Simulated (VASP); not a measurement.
Be3Se2S:

```
Be Se S
1.0
    -1.79633    5.38785    2.53857
     1.79633   -5.38785    2.53857
     1.79633    5.38785   -2.53857
Be Se S
3 2 1
Direct
  0.40089 0.24104 0.15985
  0.08119 0.24104 0.84015
  0.76752 0.26752 0.50000
  0.33479 0.00025 0.33454
  0.66571 0.00025 0.66546
  0.99991 0.99991 0.00000
```

The cell was built by a generator and needn't be a form met in nature.

Base run:

```yaml
Program: VASP 6.6.1
Functional: PBE
Potentials_or_basis: VASP PAW PBE potentials, release 64 (Be, Se, S)
Cutoff: 520 eV
k_mesh: 8 × 8 × 8
Occupations: gaussian, width 0.03 eV
Spin: no spin polarisation
```

Its results: band gap on the k mesh 2.68 eV, indirect (least direct gap 2.85 eV); pressure 0.0 GPa.

**Question.** The run is repeated on the same cell with these changes: functional from PBE to PBEsol. What comes out?

**Answer.** Band gap on the k mesh 2.52 eV, indirect (least direct gap 2.69 eV); pressure -2.1 GPa.

PBEsol binds more tightly than PBE, so the same cell stands under less pressure.

Caveats: the PAW data sets were made with another functional, which shifts forces and pressure a little (some runs).

Not every run made on this cell is shown here.
